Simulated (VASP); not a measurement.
**SbW2 in VASP: the effect of target pressure**

The system is SbW2.

```xyz
3
Lattice="0.0000 3.1330 3.1330 3.1330 0.0000 3.1330 3.1330 3.1330 0.0000" Properties=species:S:1:pos:R:3 pbc="T T T"
Sb    3.1330    3.1330    3.1330
W     1.5665    1.5665    1.5665
W     4.6995    4.6995    4.6995
```

The cell was built by a generator and needn't be a form met in nature.

Alike in all runs:

| Item | Value |
| --- | --- |
| Program | VASP 6.6.1 |
| Task | relaxation of cell and atoms |
| Functional | PBE |
| Potentials or basis | VASP PAW PBE potentials, release 64 (Sb, W_sv) |
| Cutoff | 600 eV |
| k mesh | 7 × 7 × 7 |
| Occupations | fermi-dirac, width 0.05 eV |
| Spin | no spin polarisation |

Each run relaxes the cell or the atoms first.

| target pressure | target pressure | relaxed volume (Å³/atom) |
| --- | --- | --- |
| 0 GPa | - | 20.53 |
| 2 GPa | 2 GPa | 20.30 |
| 5 GPa | 5 GPa | 19.99 |
| 10 GPa | 10 GPa | 19.50 |
| 20 GPa | 20 GPa | ? |
| 30 GPa | 30 GPa | 18.01 |

Q: What does the run with target pressure 20 GPa give?

A: Relaxed volume 18.68 Å³/atom.

Worked out: In Murnaghan's law V^(-B') rises as a straight line in P. The other rows fit best with B' = 3.8, V0 = 20.53 Å³/atom and B0 = 177 GPa, which gives 18.69 Å³/atom at 20 GPa, against the run's 18.68.

Caveats: the cell is relaxed towards a set pressure, so the enthalpy falls and the energy may rise (some runs).
